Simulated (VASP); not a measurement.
# ZnCd3Se3S (P3m1) in VASP: a series of runs

Runs on ZnCd3Se3S. Level: PBE. Tasks: relaxation of cell and atoms.

Everything below comes from runs of VASP 6.6.1. Logs are shortened: lines on timing, memory, paths and dates and some standing lists are left out, and cuts for length are marked.

## Step 1: The structure

It takes space group P3m1 (No. 156, trigonal). The conventional cell has a = 4.260 Å, b = 4.260 Å, c = 14.010 Å, α = 90.00°, β = 90.00°, γ = 120.00°. Around Zn (site symmetry 3m) lie 1 Se at 2.48 Å and 3 S at 2.53 Å. Cd (site symmetry 3m) is surrounded by 1 S at 2.56 Å and 3 Se at 2.66 Å. Around Cd (site symmetry 3m) lie 4 Se at 2.66 to 2.67 Å. Around Cd (site symmetry 3m) lie 4 Se at 2.65 to 2.66 Å. Se (site symmetry 3m) has 4 Cd at 2.66 to 2.67 Å as nearest neighbours. Around Se (site symmetry 3m) lie 1 Zn at 2.48 Å and 3 Cd at 2.65 Å. Se (site symmetry 3m) is surrounded by 4 Cd at 2.66 Å. S (site symmetry 3m) is surrounded by 3 Zn at 2.53 Å and 1 Cd at 2.56 Å.

The cell was built by a generator and needn't be a form met in nature.

## Step 2: Relaxation of cell and atoms, PBE

Contents of INCAR:

```
SYSTEM = ZnCd3Se3S
PREC = Accurate
ENCUT = 520
EDIFF = 1E-6
ISMEAR = 0
SIGMA = 0.1
LREAL = .False.
LASPH = .True.
NELM = 120
ALGO = Normal
ISIF = 3
LWAVE = .False.
LCHARG = .False.
GGA = PE
IBRION = 2
NSW = 90
EDIFFG = -0.01
KPAR = 4
```

Contents of KPOINTS:

```
regular mesh
0
Gamma
  8 8 2
  0 0 0
```

Contents of POSCAR:

```
ZnCd3Se3S
1.0
    4.2598838600      0.0000000000      0.0000000000
   -2.1299419300      3.6891676400      0.0000000000
    0.0000000000      0.0000000000     14.0100000000
Zn Cd Se S
1 3 3 1
Direct
    0.0000000000      0.0000000000      0.9931477500
    0.3333333300      0.6666666700      0.7665952900
    0.0000000000      0.0000000000      0.5035688800
    0.3333333300      0.6666666700      0.2412562500
    0.0000000000      0.0000000000      0.6942184200
    0.0000000000      0.0000000000      0.1700927900
    0.3333333300      0.6666666700      0.4314061400
    0.3333333300      0.6666666700      0.9495360500
```

Potentials or basis: VASP PAW PBE potentials, release 64 (Zn, Cd, Se, S).

The run is started by

```console
> cat potpaw_PBE.64/Zn/POTCAR potpaw_PBE.64/Cd/POTCAR potpaw_PBE.64/Se/POTCAR potpaw_PBE.64/S/POTCAR > POTCAR
> mpirun -np 4 vasp_std > vasp.out
```

OUTCAR:

```text
SYSTEM = ZnCd3Se3S
   PREC = Accurate
   ENCUT = 520
   EDIFF = 1E-6
   ISMEAR = 0
   LREAL = .False.
   LASPH = .True.
   NELM = 120
   ISIF = 3
   GGA = PE
   IBRION = 2
   NSW = 90
   EDIFFG = -0.01

 ion  position               nearest neighbor table
   1  0.000  0.000  0.993-   6 2.48   8 2.53   8 2.53   8 2.53
   2  0.333  0.667  0.767-   8 2.56   5 2.66   5 2.66   5 2.66
   3  0.000  0.000  0.504-   7 2.66   7 2.66   7 2.66   5 2.67
   4  0.333  0.667  0.241-   6 2.65   6 2.65   6 2.65   7 2.66
   5  0.000  0.000  0.694-   2 2.66   2 2.66   2 2.66   3 2.67
   6  0.000  0.000  0.170-   1 2.48   4 2.65   4 2.65   4 2.65
   7  0.333  0.667  0.431-   3 2.66   3 2.66   3 2.66   4 2.66
   8  0.333  0.667  0.950-   1 2.53   1 2.53   1 2.53   2 2.56

  LATTYP: Found a hexagonal cell.
 ALAT       =     4.2598838600
 C/A-ratio  =     3.2888220572

  Lattice vectors:

 A1 = (   4.2598838600,   0.0000000000,   0.0000000000)
 A2 = (  -2.1299419300,   3.6891676400,   0.0000000000)
 A3 = (   0.0000000000,   0.0000000000,  14.0100000000)

Analysis of symmetry for initial positions (statically):
=====================================================================
 Subroutine PRICEL returns:
 Original cell was already a primitive cell.

 Routine SETGRP: Setting up the symmetry group for a
 hexagonal supercell.

 Subroutine GETGRP returns: Found  6 space group operations
 (whereof  6 operations were pure point group operations)
 out of a pool of 24 trial point group operations.

The static configuration has the point symmetry C_3v.

Analysis of symmetry for dynamics (positions and initial velocities):
=====================================================================
 Subroutine PRICEL returns:
 Original cell was already a primitive cell.

 Routine SETGRP: Setting up the symmetry group for a
 hexagonal supercell.

 Subroutine GETGRP returns: Found  6 space group operations
 (whereof  6 operations were pure point group operations)
 out of a pool of 24 trial point group operations.

The dynamic configuration has the point symmetry C_3v.

 Subroutine INISYM returns: Found  6 space group operations
 (whereof  6 operations are pure point group operations),
 and found     1 'primitive' translations

----------------------------------------------------------------------------------------

                                     Primitive cell

  volume of cell :     220.1731

  direct lattice vectors                    reciprocal lattice vectors
     4.259883860  0.000000000  0.000000000     0.234748184  0.135531927  0.000000000
    -2.129941930  3.689167640  0.000000000     0.000000000  0.271063854  0.000000000
     0.000000000  0.000000000 14.010000000     0.000000000  0.000000000  0.071377587

  length of vectors
     4.259883860  4.259883860 14.010000000     0.271063854  0.271063854  0.071377587

  position of ions in fractional coordinates (direct lattice)
     0.000000000  0.000000000  0.993147750
     0.333333330  0.666666670  0.766595290
     0.000000000  0.000000000  0.503568880
     0.333333330  0.666666670  0.241256250
     0.000000000  0.000000000  0.694218420
     0.000000000  0.000000000  0.170092790
     0.333333330  0.666666670  0.431406140
     0.333333330  0.666666670  0.949536050

  ion indices of the primitive-cell ions
   primitive index   ion index
                 1           1
                 2           2
                 3           3
                 4           4
                 5           5
                 6           6
                 7           7
                 8           8

----------------------------------------------------------------------------------------

 KPOINTS: regular mesh

Automatic generation of k-mesh.
 Grid dimensions read from file:
 generate k-points for:    8    8    2

 Generating k-lattice:

  Cartesian coordinates                     Fractional coordinates (reciprocal lattice)
     0.029343523  0.016941491  0.000000000     0.125000000  0.000000000  0.000000000
     0.000000000  0.033882982  0.000000000     0.000000000  0.125000000  0.000000000
     0.000000000  0.000000000  0.035688794     0.000000000  0.000000000  0.500000000

  Length of vectors
     0.033882982  0.033882982  0.035688794

  Shift w.r.t. Gamma in fractional coordinates (k-lattice)
     0.000000000  0.000000000  0.000000000

 Subroutine IBZKPT returns following result:
 ===========================================

 Found     20 irreducible k-points:

 Following reciprocal coordinates:
            Coordinates               Weight
  0.000000  0.000000  0.000000      1.000000
  0.125000  0.000000  0.000000      6.000000
  0.250000  0.000000  0.000000      6.000000
  0.375000  0.000000  0.000000      6.000000
  0.500000  0.000000  0.000000      3.000000
  0.125000  0.125000  0.000000      6.000000
[... 12 lines left out ...]
  0.250000  0.250000  0.500000      6.000000
  0.375000  0.250000  0.500000      6.000000
   k-points           NKPTS =     20   k-points in BZ     NKDIM =     20   number of bands    NBANDS=     43
   number of dos      NEDOS =    301   number of ions     NIONS =      8
   total plane-waves  NPLWV = 110592
   dimension x,y,z NGX =    32 NGY =   32 NGZ =  108
   dimension x,y,z NGXF=    64 NGYF=   64 NGZF=  216
   ions per type =               1   3   3   1
   NGX,Y,Z   is equivalent  to a cutoff of  12.49, 12.49, 12.82 a.u.
   NGXF,Y,Z  is equivalent  to a cutoff of  24.98, 24.98, 25.63 a.u.
 SYSTEM =  ZnCd3Se3S
   PREC   = accura    normal or accurate (medium, high low for compatibility)
   ISTART =      0    job   : 0-new  1-cont  2-samecut
   ICHARG =      2    charge: 1-file 2-atom 10-const
   ISPIN  =      1    spin polarized calculation?
   LNONCOLLINEAR =      F non collinear calculations
   LSORBIT =      F    spin-orbit coupling
   LASPH  =      T    aspherical Exc in radial PAW
   ENCUT  =  520.0 eV  38.22 Ry    6.18 a.u.   7.92  7.92 26.05*2*pi/ulx,y,z
   NELM   =    120;   NELMIN=  2; NELMDL= -5     # of ELM steps
   EDIFF  = 0.1E-05   stopping-criterion for ELM
   LREAL  =      F    real-space projection
   EDIFFG = -.1E-01   stopping-criterion for IOM
   NSW    =     90    number of steps for IOM
   IBRION =      2    ionic relax: 0-MD 1-quasi-New 2-CG
   NFREE  =      1    steps in history (QN), initial steepest desc. (CG)
   ISIF   =      3    stress and relaxation
   ISYM   =      2    0-nonsym 1-usesym 2-fastsym
   POTIM  = 0.5000    time-step for ionic-motion
   TEBEG  =    0.0;   TEEND  =   0.0 temperature during run
   PSTRESS=    0.0 pullay stress
   NELECT =      72.0000    total number of electrons
   NUPDOWN=      -1.0000    fix difference up-down
   EMIN   =  10.00;   EMAX   =-10.00  energy-range for DOS
   EFERMI =   0.00;   METHOD = LEGACY
   ISMEAR =     0;   SIGMA  =   0.10  broadening in eV -4-tet -1-fermi 0-gaus
   EFERMI_NEDOS =   21; number of points for ismear=-14 and -15
   IALGO  =     38    algorithm
   IMIX   =      4    mixing-type and parameters
     AMIX     =   0.40;   BMIX     =  1.00
     AMIX_MAG =   1.60;   BMIX_MAG =  1.00
  volume/ion in A,a.u.               =      27.52       185.73
  Fermi-wavevector in a.u.,A,eV,Ry     =   1.127883  2.131391 17.308259  1.272121
  Thomas-Fermi vector in A             =   2.264571
   LORBIT       =      0    0 simple, 1 ext, 2 COOP (PROOUT), +10 PAW based schemes
   GGA     = PE    functional components
   LHFCALC =     F    Hartree Fock is set to
   AEXX    =    0.0000 exact exchange contribution
   IVDW    =     0    specifies the selected vdW correction
   LEPSILON=     F    determine dielectric tensor
   LRPA    =     F    only Hartree local field effects (RPA)
 conjugate gradient relaxation of ions
 non-spin polarized calculation
 Gauss-broadening in eV      SIGMA  =   0.10
  energy-cutoff  :      520.00
  volume of cell :      220.17
 maximum number of plane-waves:      5948
 NGX is ok and might be reduce to    32
   NGX = 15   NGY = 15   NGZ = 53

--------------------------------------- Ionic step        1  -------------------------------------------

 number of electron      72.0000003 magnetization

 Free energy of the ion-electron system (eV)
  ---------------------------------------------------
  ext. energy  EPLUGINS =         0.00000000
  ---------------------------------------------------
  free energy    TOTEN  =       -22.87559564 eV

  energy without entropy =      -22.87559391  energy(sigma->0) =      -22.87559477

------------------------ aborting loop because EDIFF is reached ----------------------------------------

  FORCE on cell =-STRESS in cart. coord.  units (eV):
  Direction    XX          YY          ZZ          XY          YZ          ZX
  --------------------------------------------------------------------------------------
  -------------------------------------------------------------------------------------
  Total       -0.4710852     -0.4710852      0.1050027      0.0000000     -0.0000000     -0.0000000
  in kB       -3.4280390     -3.4280390      0.7640941      0.0000000     -0.0000000     -0.0000000
  external PRESSURE =      -2.0306613 kB  Pullay stress =       0.0000000 kB
[... 107 lines left out ...]
  FREE ENERGIE OF THE ION-ELECTRON SYSTEM (eV)
  ---------------------------------------------------
  free  energy   TOTEN  =       -22.8772410513 eV

  energy  without entropy=      -22.8772395552  energy(sigma->0) =      -22.87724030

[... ionic steps 4 to 9 ...]

--------------------------------------- Ionic step       10  -------------------------------------------

 number of electron      71.9999997 magnetization

------------------------ aborting loop because EDIFF is reached ----------------------------------------

  FORCE on cell =-STRESS in cart. coord.  units (eV):
  Direction    XX          YY          ZZ          XY          YZ          ZX
  --------------------------------------------------------------------------------------
  -------------------------------------------------------------------------------------
  Total        0.0175591      0.0175591      0.0155431      0.0000000      0.0000000     -0.0000000
  in kB        0.1283522      0.1283522      0.1136160      0.0000000      0.0000000     -0.0000000
  external PRESSURE =       0.1234401 kB  Pullay stress =       0.0000000 kB
[... 69 lines left out ...]
  energy  without entropy=      -22.8774170637  energy(sigma->0) =      -22.87741791

--------------------------------------- Ionic step       12  -------------------------------------------

 number of electron      71.9999997 magnetization

 Free energy of the ion-electron system (eV)
  ---------------------------------------------------
  ext. energy  EPLUGINS =         0.00000000
  ---------------------------------------------------
  free energy    TOTEN  =       -22.87742620 eV

  energy without entropy =      -22.87742451  energy(sigma->0) =      -22.87742536

 E-fermi :   1.1790     XC(G=0):  -8.8036

 val. band max:        0.9143485490   @ k =   0.0000   0.0000   0.0000
 cond. band min:       1.4297378010   @ k =   0.0000   0.0000   0.0000
 fundamental gap:      0.5153892520
 Fermi energy:         1.1789948726

 k-point     1 :       0.0000    0.0000    0.0000
  band No.  band energies     occupation
      1     -11.6506      2.00000
      2     -11.4478      2.00000
      3     -11.3758      2.00000
      4     -11.1560      2.00000
      5      -6.9500      2.00000
      6      -6.9500      2.00000
[... 944 lines left out ...]
  FREE ENERGIE OF THE ION-ELECTRON SYSTEM (eV)
  ---------------------------------------------------
  free  energy   TOTEN  =       -22.8774262005 eV

  energy  without entropy=      -22.8774245116  energy(sigma->0) =      -22.87742536

 reached required accuracy - stopping structural energy minimisation
```

Wall time 4.7 min (4 MPI ranks of Intel Xeon Platinum 8259CL at 2.50GHz (Skylake/Cascade Lake), shared host); peak memory 0.48 GiB.

What came out:

```
Free energy                            : -22.8774 eV
Relaxed volume                         : 27.40 Å³/atom
Relaxed cell                           : a = 4.247 Å, b = 4.247 Å, c = 14.037 Å, α = 90.00°, β = 90.00°, γ = 120.00°
Space group after relaxing (to 0.05 Å) : P3m1 (No. 156)
Energy gained by relaxing              : 0.2 meV/atom
Ionic steps                            : 12
Pressure after relaxing                : 0.0 GPa
Largest force after relaxing           : 0.004 eV/Å
Band gap on the k mesh                 : 0.52 eV, direct
```

Forces in eV/Å, atoms in the order of the input:
```
Zn   0.000  0.000 -0.002
Cd   0.000  0.000 -0.002
Cd   0.000  0.000 -0.004
Cd   0.000  0.000  0.004
Se   0.000  0.000  0.003
Se   0.000  0.000  0.004
Se   0.000  0.000  0.001
S    0.000  0.000 -0.003
```

Step by step:
```
step  energy change (eV)  largest force (eV/Å)  pressure (GPa)  volume (Å³)
   1              0.0000                0.0690           -0.20       220.17
   2             -0.0016                0.0192            0.05       219.06
   3             -0.0016                0.0181            0.03       219.10
   4             -0.0017                0.0146            0.00       219.24
   5             -0.0017                0.0128           -0.02       219.32
   6             -0.0018                0.0116           -0.01       219.26
   7             -0.0018                0.0108            0.00       219.25
   8             -0.0018                0.0110            0.00       219.22
   9             -0.0018                0.0101            0.02       219.16
  10             -0.0018                0.0102            0.01       219.18
  11             -0.0018                0.0108            0.01       219.20
  12             -0.0018                0.0039            0.00       219.24
```

Final structure:
```
Zn Cd Se S
1.0
     4.24668    0.00000    0.00000
    -2.12334    3.67773    0.00000
     0.00000    0.00000   14.03723
Zn Cd Se S
1 3 3 1
Cartesian
  -2.1233 3.6777 13.9440
  0.0000 2.4518 10.7579
  -2.1233 3.6777 7.0703
  0.0000 2.4518 3.3864
  2.1233 3.6777 9.7420
  2.1233 3.6777 2.3876
  0.0000 2.4518 6.0596
  0.0000 2.4518 13.3265
```

Levels at points of the mesh, in eV from the valence-band top:
| k point | band 33 | band 34 | band 35 | band 36 | band 37 | band 38 | band 39 | band 40 |
| --- | --- | --- | --- | --- | --- | --- | --- | --- |
| (0.00, 0.00, 0.00) | -0.29 | -0.29 | 0.00 | 0.00 | 0.52 | 1.87 | 2.54 | 2.61 |
| (0.50, 0.00, 0.00) | -1.48 | -1.40 | -1.19 | -0.72 | 2.65 | 2.86 | 2.98 | 3.38 |
| (0.00, 0.00, 0.50) | -0.20 | -0.20 | -0.04 | -0.04 | 1.30 | 1.66 | 2.25 | 2.66 |
| (0.50, 0.00, 0.50) | -1.35 | -1.24 | -0.99 | -0.82 | 2.50 | 2.72 | 3.11 | 3.51 |

As with any semilocal functional, this PBE gap is likely too small.

## Step 3: Relaxation of cell and atoms, PBE

This run uses another cell than the first one, of 27.40 Å³/atom, 0.996 times its volume.

INCAR, as its differences from that of step 2:

```diff
@@ -3,3 +3,3 @@
 ENCUT = 520
-EDIFF = 1E-6
+EDIFF = 1E-7
 ISMEAR = 0
@@ -15,4 +15,5 @@
 IBRION = 2
-NSW = 90
-EDIFFG = -0.01
+NSW = 60
+EDIFFG = -0.005
+POTIM = 0.3
 KPAR = 4
```

KPOINTS is that of step 2.

Contents of POSCAR:

```
ZnCd3Se3S                               
1.0
    4.2466812437     -0.0000000000     -0.0000000000
   -2.1233406218      3.6777338388      0.0000000000
   -0.0000000000     -0.0000000000     14.0372255332
  Zn              Cd              Se              S             
     1     3     3     1
Direct
     0.0000000000000000    1.0000000000000000    0.9933612890613805
     0.3333333300000021    0.6666666699999979    0.7663852224356381
     0.0000000000000000    1.0000000000000000    0.5036841532656737
     0.3333333300000021    0.6666666699999979    0.2412430785202553
     1.0000000000000000    1.0000000000000000    0.6940089014856912
     1.0000000000000000    1.0000000000000000    0.1700914023712424
     0.3333333300000021    0.6666666699999979    0.4316788775151078
     0.3333333300000021    0.6666666699999979    0.9493686453450054
```

Potentials or basis: VASP PAW PBE potentials, release 64 (Zn, Cd, Se, S).

The run is started by

```console
> cat potpaw_PBE.64/Zn/POTCAR potpaw_PBE.64/Cd/POTCAR potpaw_PBE.64/Se/POTCAR potpaw_PBE.64/S/POTCAR > POTCAR
> mpirun -np 4 vasp_std > vasp.out
```

Wall time 61 s (4 MPI ranks of Intel Xeon Platinum 8259CL at 2.50GHz (Skylake/Cascade Lake), shared host); peak memory 0.44 GiB.

The run converged. Its results:

```
Free energy                  : -22.8774 eV
Pressure after relaxing      : 0.0 GPa
Largest force after relaxing : 0.004 eV/Å
Band gap on the k mesh       : 0.52 eV, direct
```

Forces on the atoms (eV/Å):
```
Zn   0.000  0.000 -0.002
Cd   0.000  0.000 -0.002
Cd   0.000  0.000 -0.003
Cd   0.000  0.000  0.003
Se   0.000  0.000  0.003
Se   0.000  0.000  0.004
Se   0.000  0.000  0.001
S    0.000  0.000 -0.003
```

Final structure:
```yaml
crystal:
  lattice:
    - [4.24668, 0.00000, 0.00000]
    - [-2.12334, 3.67773, 0.00000]
    - [0.00000, 0.00000, 14.03723]
  atoms:
    - { symbol: Zn, position: [0.00000, 0.00000, 0.99336] }
    - { symbol: Cd, position: [0.33333, 0.66667, 0.76639] }
    - { symbol: Cd, position: [0.00000, 0.00000, 0.50368] }
    - { symbol: Cd, position: [0.33333, 0.66667, 0.24124] }
    - { symbol: Se, position: [0.00000, 0.00000, 0.69401] }
    - { symbol: Se, position: [0.00000, 0.00000, 0.17009] }
    - { symbol: Se, position: [0.33333, 0.66667, 0.43168] }
    - { symbol: S, position: [0.33333, 0.66667, 0.94937] }
```

Levels at points of the mesh, in eV from the valence-band top:
```
           k point  band 32  band 33  band 34  band 35  band 36  band 37  band 38  band 39  band 40  band 41
(0.00, 0.00, 0.00)    -0.33    -0.29    -0.29     0.00     0.00     0.52     1.87     2.53     2.61     5.37
(0.50, 0.00, 0.00)    -1.49    -1.48    -1.40    -1.19    -0.72     2.65     2.86     2.98     3.38     4.52
(0.00, 0.00, 0.50)    -0.51    -0.20    -0.20    -0.04    -0.04     1.30     1.66     2.25     2.66     5.31
(0.50, 0.00, 0.50)    -1.51    -1.35    -1.24    -0.99    -0.82     2.50     2.72     3.11     3.51     4.70
```

Caveat: the relaxation stopped at its first step, so nothing moved. PBE gaps usually lie below the measured ones, often by a third to a half.
